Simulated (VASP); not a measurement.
## Ca2C in VASP 6.6.1, single-point calculation

INCAR

```
LASPH = .TRUE.
LREAL = .FALSE.
NBANDS = 13
ENCUT = 520
METAGGA = MS2
LWAVE = .FALSE.
ISMEAR = -1
PREC = Accurate
ISIF = 2
IBRION = -1
NSW = 0
NELM = 120
EDIFF = 1E-8
LCHARG = .FALSE.
SIGMA = 0.02
```

KPOINTS

```
KPOINTS created by Atomic Simulation Environment
0
Gamma
8 8 8
0 0 0
```

POSCAR

```
C  Ca
 1.0000000000000000
     0.0000000000000000    3.0400414738000001    3.1422679096000001
     3.0400414738000001    0.0000000000000000    3.1422679096000001
     3.0400414738000001    3.0400414738000001    0.0000000000000000
 C   Ca
   1   2
Cartesian
  0.0000000000000000  0.0000000000000000  0.0000000000000000
  1.5200207369000001  1.5200207369000001  1.5711339548000001
  4.5600622107000000  4.5600622107000000  4.7134018643999998
```

The recommended PBE PAW datasets give the neutral cell 24 valence electrons.

Command

```
mpirun -np 1 vasp_std
```

Question: How does this run end, and what does it give?

Answer: It converged. Results: gap between bands v and c on the k mesh 0.06 eV; least direct gap on the k mesh 0.06 eV; pressure 4.4 GPa. Band v is the last that the valence electrons fill when counted band by band, and c is the next.

OSZICAR

```
N       E                     dE             d eps       ncg     rms          rms(c)
DAV:   1     0.190442330681E+03    0.19044E+03   -0.12028E+04  1534   0.172E+03
DAV:   2    -0.159867026872E+02   -0.20643E+03   -0.20583E+03  1539   0.458E+02
DAV:   3    -0.392856805813E+02   -0.23299E+02   -0.22662E+02  2948   0.105E+02
DAV:   4    -0.414085747617E+02   -0.21229E+01   -0.21228E+01  2009   0.297E+01
DAV:   5    -0.415340853890E+02   -0.12551E+00   -0.12551E+00  2424   0.592E+00    0.658E+00
DAV:   6    -0.246023794257E+02    0.16932E+02   -0.47171E+01  1874   0.522E+01    0.505E+00
DAV:   7    -0.243720087015E+02    0.23037E+00   -0.31244E+00  1964   0.209E+01    0.302E+00
DAV:   8    -0.245145647771E+02   -0.14256E+00   -0.18302E+00  1932   0.117E+01    0.126E+00
DAV:   9    -0.244455993272E+02    0.68965E-01   -0.47315E-01  1820   0.401E+00    0.539E-01
DAV:  10    -0.244673738542E+02   -0.21775E-01   -0.25188E-02  2518   0.139E+00    0.364E-01
...
DAV:  23    -0.244799078814E+02   -0.24934E-06   -0.20337E-08  1167   0.169E-03    0.117E-04
DAV:  24    -0.244799078364E+02    0.44915E-07   -0.68907E-08  1382   0.247E-03    0.214E-04
DAV:  25    -0.244799079565E+02   -0.12007E-06   -0.35751E-09   902   0.762E-04    0.219E-04
DAV:  26    -0.244799080003E+02   -0.43761E-07   -0.20442E-08  1227   0.118E-03    0.570E-05
DAV:  27    -0.244799079506E+02    0.49693E-07   -0.14304E-09   857   0.410E-04    0.600E-05
DAV:  28    -0.244799079620E+02   -0.11466E-07   -0.45870E-10   852   0.258E-04    0.230E-05
DAV:  29    -0.244799079513E+02    0.10742E-07   -0.29910E-10   842   0.164E-04    0.935E-06
DAV:  30    -0.244799079391E+02    0.12173E-07   -0.15161E-10   837   0.114E-04    0.921E-06
DAV:  31    -0.244799079390E+02    0.14597E-09   -0.10457E-10   827   0.709E-05
   1 F= -.24479908E+02 E0= -.24479848E+02  d E =-.120577E-03
```

For comparison, a separate PBE run of the intended cell, on usual settings and not on those above, gives a gap of 0.00 eV on its mesh and a pressure of 4.2 GPa.
